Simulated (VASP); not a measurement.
An input for Quantum ESPRESSO's pw.x (written as the equivalent of a VASP run, and not itself run):

```
&CONTROL
  calculation = 'scf'
  pseudo_dir = './pseudo'
  outdir = './out'
  tprnfor = .true.
  tstress = .true.
/
&SYSTEM
  ibrav = 0
  nat = 3
  ntyp = 2
  ecutwfc = 84
  occupations = 'tetrahedra'
  input_dft = 'vdw-df-ob86'
/
&ELECTRONS
  conv_thr = 7.3e-09
  electron_maxstep = 100
/
ATOMIC_SPECIES
  Te 127.600 Te.upf
  Pt 195.084 Pt.upf
CELL_PARAMETERS angstrom
     2.0367370   -3.5277317    0.0000000
     2.0367370    3.5277317    0.0000000
     0.0000000    0.0000000    5.2060035
ATOMIC_POSITIONS crystal
  Te   0.3333330  0.6666670  0.2625391
  Te   0.6666670  0.3333330  0.7374609
  Pt   0.0000000  0.0000000  0.0000000
K_POINTS automatic
  10 10 7 0 0 0
```

### Question
Translate this input to VASP (INCAR, KPOINTS, POSCAR, choice of POTCAR).

### Answer
Several could match; the one computed here: 
POSCAR:
```
PtTe2
1
    2.0367370436    -3.5277316519     0.0000000000
    2.0367370436     3.5277316519     0.0000000000
    0.0000000000     0.0000000000     5.2060035278
Te Pt
2 1
Direct
  0.3333330000   0.6666670000   0.2625390990
  0.6666670000   0.3333330000   0.7374609010
  0.0000000000   0.0000000000   0.0000000000
```

INCAR:
```
! general
SYSTEM    =  PtTe2
PREC      =  Accurate
ENCUT     =  520
LREAL     =  .FALSE.
LASPH     =  .TRUE.

! electronic loop
EDIFF     =  1E-7
NELM      =  100
ALGO      =  Normal
LMAXMIX   =  6

! smearing
ISMEAR    =  -5

! functional
GGA       =  MK
LUSE_VDW  =  .TRUE.
AGGAC     =  0.0
PARAM1    =  0.1234
PARAM2    =  1.0

! ions
ISIF      =  2

! output
LWAVE     =  .FALSE.
LCHARG    =  .TRUE.
LORBIT    =  11
NEDOS     =  601

! other
LEFG      =  .TRUE.
```

**KPOINTS**
```
Automatic mesh
0
G
  10 10 7
0 0 0
```

POTCAR, in this order: Te Pt (PBE.64 set). Program: vasp_std.

The two are equivalent in intent, not identical: the potentials are each code's own (VASP's PAW set, PseudoDojo norm-conserving files in pw.x), so ENCUT and ecutwfc are chosen apart and not converted; conv_thr bounds pw.x's estimated SCF error, while EDIFF bounds the energy change between steps; the field gradients of LEFG aren't asked of the other code.

The compound is PtTe2 in the 1T layered structure. It was relaxed first.
